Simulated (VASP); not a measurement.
```
BaF2
1.0
    0.00000     3.18768     3.18768
    3.18768     0.00000     3.18768
    3.18768     3.18768     0.00000
Ba F
1 2
Cartesian
  0.00000   0.00000   0.00000
  1.59384   1.59384   1.59384
  4.78153   4.78153   4.78153
```

All values below come from PBE GGA with D4 dispersion, VASP's PBE PAW potentials (set 64) (plane waves; VASP). Numerical set-up: 520 eV cut-off, 6×6×6 Γ-centred mesh, Gaussian smearing of 0.050 eV, potentials Ba_sv F.

Problem. Estimate the energy per atom (σ→0), pressure.

Solution. 
energy per atom (σ→0): -5.812 eV/atom
pressure: -2.93 GPa

The compound is BaF2 in the fluorite structure. This cell is one point of a volume scan, at 1.06 of the reference volume.
